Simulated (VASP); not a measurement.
# CsNiN: hyperfine terms and field gradients, part 3 of 4

Aim: the hyperfine contact terms and the field gradients at the nuclei of CsNiN, by functional. The start is a computed cell from the Materials Project.

VASP 6.6.1, plane waves and PAW; the level of theory is named at each step.

So far. Step 2 (Local probes at LDA): The largest gradient is 144.3 V/Å², at Cs1.

**3. Local probes at r2SCAN**

This step: r2SCAN, DFT+U (Ni d 3 eV), spin-polarised from a ferromagnetic start; plane waves and PAW (Cs_sv, Ni, N) (VASP 6.6.1).

Field gradients probe the charge near the nuclei, so LASPH is on and the cutoff is at least 1.4 times the default of the data sets; this run is at r2SCAN. LHYPERFINE adds the spin density at the nuclei, with NGYROMAG = 1 for all, so that values scale to any isotope.

File INCAR:

```
SYSTEM = CsNiN
PREC = Accurate
ENCUT = 560
EDIFF = 1E-07
NELM = 100
ISMEAR = -1
SIGMA = 0.05
LREAL = .FALSE.
ALGO = Normal
METAGGA = R2SCAN
LASPH = .TRUE.
NBANDS = 35
ISPIN = 2
MAGMOM = 0 0 1 1 0 0
LDAU = .TRUE.
LDAUTYPE = 2
LDAUL = -1 2 -1
LDAUU = 0 3 0
LDAUJ = 0 0 0
LDAUPRINT = 1
LMAXMIX = 4
LORBIT = 11
LWAVE = .FALSE.
LCHARG = .FALSE.
KPAR = 4
LEFG = .TRUE.
LHYPERFINE = .TRUE.
NGYROMAG = 1 1 1
```

File POSCAR:

```
CsNiN
1.0
    5.5369659567      0.0000000000      0.0000000000
   -2.7684829784      4.7951531784      0.0000000000
    0.0000000000      0.0000000000      6.8933140000
Cs Ni N
2 2 2
Direct
    0.6666666667      0.3333333333      0.2500000000
    0.6666666667      0.3333333333      0.7500000000
    0.3333333333      0.6666666667      0.0000000000
    0.3333333333      0.6666666667      0.5000000000
    0.3333333333      0.6666666667      0.2500000000
    0.3333333333      0.6666666667      0.7500000000
```

File KPOINTS:

```
Automatic mesh
0
Gamma
6 6 4
0 0 0
```

PAW data sets: Cs_sv, Ni and N (PBE family, release 64).

Launch:

```
> mpirun -np 4 vasp_std
```

Output:

```text
[banner, memory and clock lines left out]
running    4 mpi-ranks, on    1 nodes
 distrk:  each k-point on    1 cores,    4 groups
 distr:  one band on    1 cores,    1 groups

 POSCAR found type information on POSCAR CsNiN
 POSCAR found :  3 types and       6 ions
 [... a notice as in an earlier step ...]

 LDA part: xc-table for (None), standard interpolation
 POSCAR, INCAR and KPOINTS ok, starting setup
 FFT: planning ... GRIDC
 FFT: planning ... GRID_SOFT
 FFT: planning ... GRID
 WAVECAR not read
 entering main loop
       N       E                     dE             d eps       ncg     rms          rms(c)
DAV:   1     0.354855765301E+03    0.35486E+03   -0.21313E+04  2940   0.137E+03
DAV:   2    -0.376659720763E+02   -0.39252E+03   -0.36068E+03  3169   0.310E+02
DAV:   3    -0.104025460469E+03   -0.66359E+02   -0.64630E+02  3511   0.142E+02
DAV:   4    -0.106676320641E+03   -0.26509E+01   -0.26344E+01  3621   0.315E+01
DAV:   5    -0.106738701568E+03   -0.62381E-01   -0.62346E-01  3666   0.481E+00    0.292E+01
DAV:   6    -0.986907744384E+02    0.80479E+01   -0.82523E+01  3667   0.122E+02    0.351E+01
DAV:   7    -0.878760499730E+02    0.10815E+02   -0.29105E+01  3628   0.903E+01    0.748E+00
DAV:   8    -0.880514688985E+02   -0.17542E+00   -0.60033E+00  4025   0.176E+01    0.592E+00
DAV:   9    -0.878787666294E+02    0.17270E+00   -0.72271E-01  4217   0.105E+01    0.175E+00
DAV:  10    -0.879117915485E+02   -0.33025E-01   -0.11801E-01  3736   0.187E+00    0.971E-01
DAV:  11    -0.879154664319E+02   -0.36749E-02   -0.23856E-02  4143   0.130E+00    0.335E-01
DAV:  12    -0.879178095911E+02   -0.23432E-02   -0.75664E-03  3210   0.447E-01    0.180E-01
DAV:  13    -0.879195654541E+02   -0.17559E-02   -0.44750E-03  3845   0.352E-01    0.841E-02
DAV:  14    -0.879198847225E+02   -0.31927E-03   -0.36668E-04  3516   0.133E-01    0.447E-02
DAV:  15    -0.879200044211E+02   -0.11970E-03   -0.93904E-05  3296   0.571E-02    0.278E-02
DAV:  16    -0.879200391961E+02   -0.34775E-04   -0.39204E-05  3331   0.314E-02    0.159E-02
DAV:  17    -0.879200397798E+02   -0.58375E-06   -0.68745E-06  3997   0.183E-02    0.515E-03
DAV:  18    -0.879200398519E+02   -0.72108E-07   -0.19316E-06  4172   0.911E-03    0.217E-03
DAV:  19    -0.879200403244E+02   -0.47250E-06   -0.40394E-07  3136   0.410E-03    0.167E-03
DAV:  20    -0.879200402933E+02    0.31163E-07   -0.14768E-07  2582   0.375E-03
ion   1
     0.0000000    -0.0000000    -0.0000000    -0.5771338    -0.0000000    -0.0000000
     0.0000593    -0.0000000    -0.0000000    -0.5771338    -0.0000000    -0.0000000
     0.0000817    -0.0000000    -0.0000000    -0.5771338    -0.0000000    -0.0000000
     0.0001125    -0.0000000    -0.0000000    -0.5771338    -0.0000000    -0.0000000
     0.0001549    -0.0000000    -0.0000000    -0.5771338    -0.0000000    -0.0000000

     0.0000000    -0.0000001    -0.0000000  -108.3268824    -0.0000000    -0.0000000
     0.0000593    -0.0000001    -0.0000000  -108.2990313    -0.0000000    -0.0000000
     0.0000817    -0.0000001    -0.0000000  -108.2847176    -0.0000000    -0.0000000
     0.0001125    -0.0000001    -0.0000000  -108.2622450    -0.0000000    -0.0000000
     0.0001549    -0.0000001    -0.0000000  -108.2271175    -0.0000000    -0.0000000

ion   2
     0.0000000    -0.0000000     0.0000000    -0.5771338     0.0000000    -0.0000000
     0.0000593    -0.0000000     0.0000000    -0.5771338     0.0000000    -0.0000000
     0.0000817    -0.0000000     0.0000000    -0.5771338     0.0000000    -0.0000000
     0.0001125    -0.0000000     0.0000000    -0.5771338     0.0000000    -0.0000000
     0.0001549    -0.0000000     0.0000000    -0.5771338     0.0000000    -0.0000000

     0.0000000    -0.0000001    -0.0000000  -108.3268824     0.0000000    -0.0000000
     0.0000593    -0.0000001    -0.0000000  -108.2990313     0.0000000    -0.0000000
     0.0000817    -0.0000001    -0.0000000  -108.2847176     0.0000000    -0.0000000
     0.0001125    -0.0000001    -0.0000000  -108.2622450     0.0000000    -0.0000000
     0.0001549    -0.0000001    -0.0000000  -108.2271175     0.0000000    -0.0000000

ion   3
     0.0000000    -0.0000000    -0.0000000   -43.4265878    -0.0000000    -0.0000000
     0.0000452    -0.0000000    -0.0000000   -43.4265872    -0.0000000    -0.0000000
     0.0000622    -0.0000000    -0.0000000   -43.4265867    -0.0000000    -0.0000000
     0.0000857    -0.0000000    -0.0000000   -43.4265857    -0.0000000    -0.0000000
     0.0001180    -0.0000000    -0.0000000   -43.4265840    -0.0000000    -0.0000000

     0.0000000    -0.0000000    -0.0000000    32.2834224    -0.0000000    -0.0000000
     0.0000452    -0.0000000    -0.0000000    32.2761319    -0.0000000    -0.0000000
     0.0000622    -0.0000000    -0.0000000    32.2718261    -0.0000000    -0.0000000
     0.0000857    -0.0000000    -0.0000000    32.2647174    -0.0000000    -0.0000000
     0.0001180    -0.0000000    -0.0000000    32.2530401    -0.0000000    -0.0000000

ion   4
     0.0000000    -0.0000000     0.0000000   -43.4265878    -0.0000000    -0.0000000
     0.0000452    -0.0000000     0.0000000   -43.4265872    -0.0000000    -0.0000000
     0.0000622    -0.0000000     0.0000000   -43.4265867    -0.0000000    -0.0000000
     0.0000857    -0.0000000     0.0000000   -43.4265857    -0.0000000    -0.0000000
     0.0001180    -0.0000000     0.0000000   -43.4265840    -0.0000000    -0.0000000

     0.0000000    -0.0000000     0.0000000    32.2834224    -0.0000000    -0.0000000
     0.0000452    -0.0000000     0.0000000    32.2761319    -0.0000000    -0.0000000
     0.0000622    -0.0000000     0.0000000    32.2718261    -0.0000000    -0.0000000
     0.0000857    -0.0000000     0.0000000    32.2647174    -0.0000000    -0.0000000
     0.0001180    -0.0000000     0.0000000    32.2530401    -0.0000000    -0.0000000

ion   5
     0.0000000    -0.0000000    -0.0000000    33.4077571     0.0000000    -0.0000000
     0.0000281    -0.0000000    -0.0000000    33.4077569     0.0000000    -0.0000000
     0.0000381    -0.0000000    -0.0000000    33.4077567     0.0000000    -0.0000000
     0.0000517    -0.0000000    -0.0000000    33.4077565     0.0000000    -0.0000000
     0.0000701    -0.0000000    -0.0000000    33.4077559     0.0000000    -0.0000000

     0.0000000    -0.0000000    -0.0000000    66.6205112     0.0000000    -0.0000000
     0.0000281    -0.0000000    -0.0000000    66.6205017     0.0000000    -0.0000000
     0.0000381    -0.0000000    -0.0000000    66.6204955     0.0000000    -0.0000000
     0.0000517    -0.0000000    -0.0000000    66.6204852     0.0000000    -0.0000000
     0.0000701    -0.0000000    -0.0000000    66.6204681     0.0000000    -0.0000000

ion   6
     0.0000000    -0.0000000    -0.0000000    33.4077571     0.0000000    -0.0000000
     0.0000281    -0.0000000    -0.0000000    33.4077569     0.0000000    -0.0000000
     0.0000381    -0.0000000    -0.0000000    33.4077567     0.0000000    -0.0000000
     0.0000517    -0.0000000    -0.0000000    33.4077565     0.0000000    -0.0000000
     0.0000701    -0.0000000    -0.0000000    33.4077559     0.0000000    -0.0000000

     0.0000000    -0.0000000    -0.0000000    66.6205112     0.0000000    -0.0000000
     0.0000281    -0.0000000    -0.0000000    66.6205017     0.0000000    -0.0000000
     0.0000381    -0.0000000    -0.0000000    66.6204955     0.0000000    -0.0000000
     0.0000517    -0.0000000    -0.0000000    66.6204852     0.0000000    -0.0000000
     0.0000701    -0.0000000    -0.0000000    66.6204681     0.0000000    -0.0000000

   1 F= -.87920040E+02 E0= -.87919725E+02  d E =-.630703E-03  mag=     0.9985
```

Run time: 4.1 min. Hardware: 4 MPI ranks of Intel Xeon 6975P-C (Granite Rapids), shared host; peak memory 2.5 GiB; 16 min of CPU time.

(Part 3 of 4 ends here.)

[Lines on the potential files, build, host, timing and source positions are cut from VASP's logs without a mark.]

[Logs are printed without paths, hosts, clocks, repeated set-up lines and the standing remarks that a program may print on its own settings, such as how far it seeks lower states.]

[Hosts, paths, dates, database ids (printed as entryN), source tags and the programs' standing remarks are cut or masked in the printed files.]
